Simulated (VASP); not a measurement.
Here is a VASP 6.6.1 calculation.

The input INCAR:

```
SYSTEM = LiV
ALGO = Normal
EDIFF = 1E-6
ENCUT = 520
GGA = PE
GGA_COMPAT = .FALSE.
ISIF = 2
ISMEAR = -1
LASPH = .TRUE.
LCHARG = .FALSE.
LDAU = .TRUE.
LDAUJ = 0 0
LDAUL = -1 2
LDAUPRINT = 1
LDAUTYPE = 2
LDAUU = 0 8
LMAXMIX = 4
LORBIT = 11
LORBMOM = .TRUE.
LREAL = .FALSE.
LSORBIT = .TRUE.
LWAVE = .FALSE.
MAGMOM = 0 0 0 0 0 0
NBANDS = 28
NELM = 150
PREC = Accurate
SIGMA = 0.0145
```

The input KPOINTS:

```
k-points
0
G
  6 6 6
  0 0 0
```

The input POSCAR:

```
LiV
1.0
    0.0000000000      2.4499896531      2.4499896531
    2.4499896531      0.0000000000      2.4499896531
    2.4499896531      2.4499896531      0.0000000000
Li V
1 1
Direct
    0.5000000000      0.5000000000      0.5000000000
    0.0000000000      0.0000000000      0.0000000000
```

Potentials or basis: VASP PAW PBE potentials, release 64 (Li_sv, V_sv).

Run with:

```bash
$ cat potpaw_PBE.64/Li_sv/POTCAR potpaw_PBE.64/V_sv/POTCAR > POTCAR
$ mpirun -np 1 vasp_ncl > vasp.out
```

Q: What does it give for the net moment?

A: 0.00 μB per cell.

Moments on the atoms (μB; x, y, z):
```
Li  0.00 0.00 0.00
V   0.00 0.00 0.00
```

Caveat: the k mesh is coarse (spacing up to 0.37 Å⁻¹), so the values aren't converged; the U is typed as a test and isn't derived for this compound. The state reached can hang on the start; a lower one may exist.
